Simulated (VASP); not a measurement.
```xyz
2
Lattice="0.0000 2.3500 2.3500 2.3500 0.0000 2.3500 2.3500 2.3500 0.0000" Properties=species:S:1:pos:R:3 pbc="T T T"
Cd     0.0000     0.0000     0.0000
O      2.3500     2.3500     2.3500
```

Calculation: PBEsol GGA, VASP's PBE PAW potentials (set 64) (plane waves; VASP). Settings: 400 eV cut-off, 6×6×6 Γ-centred mesh, Fermi-Dirac smearing of 0.020 eV, potentials Cd O.

Question: Give the energies of bands 2 to 10 at the high-symmetry points, in eV from the Fermi level.

Answer: 
```json
[
 {"band": "2", "Γ": "-6.69", "X": "-7.17", "U": "-7.15", "L": "-7.71", "W": "-6.90"},
 {"band": "3", "Γ": "-6.69", "X": "-6.11", "U": "-6.69", "L": "-7.31", "W": "-6.84"},
 {"band": "4", "Γ": "-6.69", "X": "-5.98", "U": "-6.53", "L": "-7.31", "W": "-6.84"},
 {"band": "5", "Γ": "-6.38", "X": "-5.98", "U": "-6.08", "L": "-6.13", "W": "-5.98"},
 {"band": "6", "Γ": "-6.38", "X": "-5.67", "U": "-5.97", "L": "-6.13", "W": "-5.78"},
 {"band": "7", "Γ": "-1.40", "X": "-4.46", "U": "-3.49", "L": "-3.87", "W": "-3.08"},
 {"band": "8", "Γ": "-1.40", "X": "-2.40", "U": "-2.96", "L": "-0.04", "W": "-3.08"},
 {"band": "9", "Γ": "-1.40", "X": "-2.40", "U": "-1.32", "L": "-0.04", "W": "-1.94"},
 {"band": "10", "Γ": "-0.57", "X": "3.73", "U": "5.29", "L": "4.25", "W": "5.88"}
]
```

It has no gap at this level: it comes out as a metal or semimetal.

The structure is a typed CdO crystal (Fm-3m). The cell was not relaxed at this level. The k-mesh is coarse (spacing up to 0.39 per Å, 2π included), so the numbers may not be converged in it.
